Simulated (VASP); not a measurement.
```xyz
5
Lattice="2.5833 0.0000 0.0000 -0.8611 2.4356 0.0000 0.0000 0.0000 25.3136" Properties=species:S:1:pos:R:3 pbc="T T T"
V      0.8611     1.2178     8.4382
V      0.0000     0.0000    10.5475
V      0.8611     1.2178    12.6568
V      0.0000     0.0000    14.7661
V      0.8611     1.2178    16.8754
```

These are r2SCAN meta-GGA, VASP's PBE PAW potentials (set 64) (plane waves; VASP) values and carry that method's errors. Run with PREC = Normal, EDIFF = 1E-5, 400 eV cut-off, 11×11×1 Γ-centred mesh, first-order Methfessel-Paxton smearing of 0.10 eV, potentials V_sv.

Question: The ions are relaxed. What does this cell relax into?

Answer: 
```xyz
5
Lattice="2.5833 0.0000 0.0000 -0.8611 2.4356 0.0000 0.0000 0.0000 25.3136" Properties=species:S:1:pos:R:3 pbc="T T T"
V      0.8611     1.2178     8.5628
V      0.0000     0.0000    10.5493
V      0.8611     1.2178    12.6568
V      0.0000     0.0000    14.7643
V      0.8611     1.2178    16.7508
```

Question: How much energy does the relaxation gain?

Answer: The energy (σ→0) changes by -12.2 meV/atom, in 12 ionic steps.

```csv
step,E(σ→0) (eV),max force (eV/Å),pressure (GPa),volume (Å³)
1,-68.5526,0.451,-2.83,159.27
2,-68.5799,0.332,-2.91,159.27
3,-68.5938,0.175,-2.44,159.27
4,-68.5951,0.130,-2.27,159.27
5,-68.5952,0.142,-2.23,159.27
6,-68.5994,0.142,-2.07,159.27
7,-68.6099,0.118,-1.57,159.27
8,-68.6094,0.096,-0.53,159.27
9,-68.6130,0.054,-1.00,159.27
10,-68.6132,0.065,-1.11,159.27
11,-68.6134,0.048,-1.23,159.27
12,-68.6136,0.002,-1.18,159.27
```

The cell is a thin slab with vacuum, built from V (bcc): (110) face. The run is not spin-polarised, so no magnetic state was tried.
